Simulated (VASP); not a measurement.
Crystal: BeZn2Se3.

```
Be Zn Se
1.0
     3.33750   -5.78000    0.00000
     3.33750    5.78000    0.00000
    -2.22487    0.00000    6.29330
Be Zn Se
2 4 6
Direct
  0.91667 0.08333 0.00000
  0.08333 0.91667 0.50000
  0.58333 0.41667 0.00000
  0.25000 0.75000 0.00000
  0.41667 0.58333 0.50000
  0.75000 0.25000 0.50000
  0.95833 0.79167 0.12500
  0.29167 0.45833 0.12500
  0.62500 0.12500 0.12500
  0.45833 0.29167 0.62500
  0.79167 0.95833 0.62500
  0.12500 0.62500 0.62500
```

The cell was built by a generator and needn't be a form met in nature.

| Quantity | Value |
| --- | --- |
| Program | VASP 6.6.1 |
| Task | relaxation of cell and atoms |
| Functional | PBE |
| Potentials or basis | VASP PAW PBE potentials, release 64 (Be, Zn, Se) |
| Cutoff | 520 eV |
| k mesh | 3 × 3 × 2 |
| Occupations | gaussian, width 0.15 eV |
| Spin | no spin polarisation |

At the start: pressure 5.7 GPa; volume 20.23 Å³/atom.

Question: Where does the relaxation end?

Answer: Over 12 steps the energy falls by 89.2 meV/atom and the volume is 21.32 Å³/atom (+5.4 %); space group Cc (No. 9, to 0.05 Å).

The path:
```
step  energy change (eV)  largest force (eV/Å)  pressure (GPa)  volume (Å³)
   1              0.0000                1.8407            5.66       242.80
   2             -0.7564                0.7145           -2.46       268.82
   3             -0.7578                0.7624           -1.87       267.09
   4             -0.9746                0.4725           -1.33       261.08
   5             -1.0242                0.3441            1.10       252.30
   6             -1.0483                0.2143            0.45       255.59
   7             -1.0480                0.2100            0.20       255.82
   8             -1.0589                0.1440            0.11       256.71
   9             -1.0633                0.0838           -0.61       258.17
  10             -1.0637                0.0925           -0.15       257.80
  11             -1.0637                0.0853           -0.37       257.95
  12             -1.0698                0.0694           -0.07       255.88
```

Final structure:
```cif
data_structure
_symmetry_space_group_name_H-M 'P 1'
_symmetry_Int_Tables_number 1
_cell_length_a 6.8052
_cell_length_b 6.8052
_cell_length_c 6.7624
_cell_angle_alpha 99.402
_cell_angle_beta 99.402
_cell_angle_gamma 120.149
_cell_volume 255.88
loop_
_atom_site_label
_atom_site_type_symbol
_atom_site_fract_x
_atom_site_fract_y
_atom_site_fract_z
_atom_site_occupancy
Be1 Be 0.91980 0.07857 0.99994 1
Be2 Be 0.07857 0.91980 0.49994 1
Zn1 Zn 0.58704 0.41934 0.00119 1
Zn2 Zn 0.24569 0.75289 0.00078 1
Zn3 Zn 0.41934 0.58704 0.50119 1
Zn4 Zn 0.75289 0.24569 0.50078 1
Se1 Se 0.96114 0.81761 0.14320 1
Se2 Se 0.26670 0.43531 0.11480 1
Se3 Se 0.64633 0.11957 0.11508 1
Se4 Se 0.43531 0.26670 0.61480 1
Se5 Se 0.81761 0.96114 0.64320 1
Se6 Se 0.11957 0.64633 0.61508 1
```

Caveat: the k mesh is coarse (spacing up to 0.50 Å⁻¹), so the values aren't converged.
